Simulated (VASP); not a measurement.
Data:

```yaml
crystal:
  lattice:
    - [0.00000, 2.94966, 2.94966]
    - [2.94966, 0.00000, 2.94966]
    - [2.94966, 2.94966, 0.00000]
  atoms:
    - { symbol: Al, position: [0.25000, 0.25000, 0.25000] }
    - { symbol: Al, position: [0.75000, 0.75000, 0.75000] }
    - { symbol: Pt, position: [0.01271, 0.01271, 0.98729] }
```

The numbers are results of r2SCAN meta-GGA, VASP's PBE PAW potentials (set 64) (plane waves; VASP), not measurements. Numerical set-up: 480 eV cut-off, 8×8×8 Γ-centred mesh, first-order Methfessel-Paxton smearing of 0.10 eV, potentials Al Pt.

Unless said otherwise, spin-orbit coupling is left out, though it shifts the bands of the heavy elements here.

Q: Estimate the energy per atom (σ→0), largest force, band gap (on the k-mesh) with the smallest direct gap where there is one.

A: 
The band gap (on the k-mesh) is none (metal, semimetal or under 0.01 eV). The energy per atom (σ→0) comes out as -22.622 eV/atom and the largest force is 0.664 eV/Å.

The compound is PtAl2 in the fluorite structure. This cell was strained or had an atom moved on purpose.
